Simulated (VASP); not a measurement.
Ru: band structure with PBE

The system is Ru.

```
Ru
1.0
     2.71795    0.00000    0.00000
    -1.35897    2.35381    0.00000
     0.00000    0.00000    4.30057
Ru
2
Direct
  0.33333 0.66667 0.25000
  0.66667 0.33333 0.75000
```

| Property | Result |
| --- | --- |
| Program | VASP 6.6.1 |
| Task | band structure |
| Functional | PBE |
| Potentials or basis | VASP PAW PBE potentials, release 64 (Ru_pv) |
| Cutoff | 520 eV |
| k mesh | 15 × 15 × 9 |
| Occupations | methfessel-paxton, width 0.1 eV |
| Spin | no spin polarisation |
| Further INCAR settings | ALGO = Normal; EDIFF = 1e-07; NBANDS = 21 |

The pressure is 0.0 GPa and the band gap along the path is none (metal or under the smearing width).

Levels at the corners of the path, in eV from the Fermi level:
```csv
point,band 12,band 13,band 14,band 15,band 16,band 17
Γ,-1.86,-1.86,-1.34,-1.34,1.18,1.18
M,-1.75,-1.47,1.41,1.82,1.89,4.01
M,-1.75,-1.47,1.41,1.82,1.89,4.01
K,-2.77,-1.04,1.01,1.01,1.43,6.95
K,-2.77,-1.04,1.01,1.01,1.43,6.95
Γ,-1.86,-1.86,-1.34,-1.34,1.18,1.18
Γ,-1.86,-1.86,-1.34,-1.34,1.18,1.18
A,-2.69,-2.64,-2.64,0.55,0.55,0.55
A,-2.69,-2.64,-2.64,0.55,0.55,0.55
L,-1.02,0.46,0.46,1.66,1.66,3.37
L,-1.02,0.46,0.46,1.66,1.66,3.37
H,-2.65,-1.14,-1.14,1.22,1.22,8.35
H,-2.65,-1.14,-1.14,1.22,1.22,8.35
A,-2.69,-2.64,-2.64,0.55,0.55,0.55
L,-1.02,0.46,0.46,1.66,1.66,3.37
M,-1.75,-1.47,1.41,1.82,1.89,4.01
K,-2.77,-1.04,1.01,1.01,1.43,6.95
H,-2.65,-1.14,-1.14,1.22,1.22,8.35
```

Core levels (eV, on the scale of the bands):
| atom | levels |
| --- | --- |
| 1 Ru | 1s -21917.7, 2s -3138.1, 2p -2808.6, 3s -539.7, 3p -431.5, 3d -257.5, 4s -60.4 |
| 2 Ru | 1s -21917.7, 2s -3138.1, 2p -2808.6, 3s -539.7, 3p -431.5, 3d -257.5, 4s -60.4 |

Run time: 44 s on 1 thread of Intel(R) Xeon(R) 6975P-C (Granite Rapids), with other jobs on the host, peak memory 0.22 GiB.
